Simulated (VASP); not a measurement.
```
CuZn
1.0
    2.96808     0.00000     0.00000
    0.00000     2.96808     0.00000
    0.00000     0.00000     2.96808
Zn Cu
1 1
Cartesian
  1.48404   1.48404   1.48404
  0.00000   0.00000   0.00000
```

The numbers are results of PW91 GGA, VASP's PBE PAW potentials (set 64) (plane waves; VASP 6.6.1), not measurements. Run with 520 eV cut-off, Gaussian smearing of 0.050 eV, potentials Zn Cu.

Q: Estimate the band gap (along the path) with the smallest direct gap where there is one.

A: 
| Item | Result |
|---|---|
| band gap (along the path) | none (metal, semimetal or under 0.01 eV) |

Total energies compare only between runs with the same potentials, cut-off and functional.

The compound is CuZn in the CsCl type structure. It was relaxed first. The electron count is odd and the run is not spin-polarised, which forces a metal.
